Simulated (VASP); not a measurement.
Input:

```yaml
crystal:
  lattice:
    - [1.56119, -2.70406, 0.00000]
    - [1.56119, 2.70406, 0.00000]
    - [0.00000, 0.00000, 12.02003]
  atoms:
    - { symbol: Mo, position: [0.33333, 0.66667, 0.25000] }
    - { symbol: Mo, position: [0.66667, 0.33333, 0.75000] }
    - { symbol: S, position: [0.33333, 0.66667, 0.87926] }
    - { symbol: S, position: [0.66667, 0.33333, 0.37926] }
    - { symbol: S, position: [0.66667, 0.33333, 0.12074] }
    - { symbol: S, position: [0.33333, 0.66667, 0.62074] }
```

These are LDA (Ceperley-Alder, Perdew-Zunger), VASP's LDA PAW potentials (set 64) (plane waves; VASP 6.6.1) values and carry that method's errors. Run with 400 eV cut-off, 18×18×5 Γ-centred mesh, Gaussian smearing of 0.010 eV, potentials Mo_sv S.

Task: Estimate the energy per atom (σ→0).

Result: 
The energy per atom (σ→0) is -8.159 eV/atom.

The absolute energy has meaning only against runs of the same code, potentials and settings.

The compound is MoS2 in the 2H layered structure. It was relaxed first.
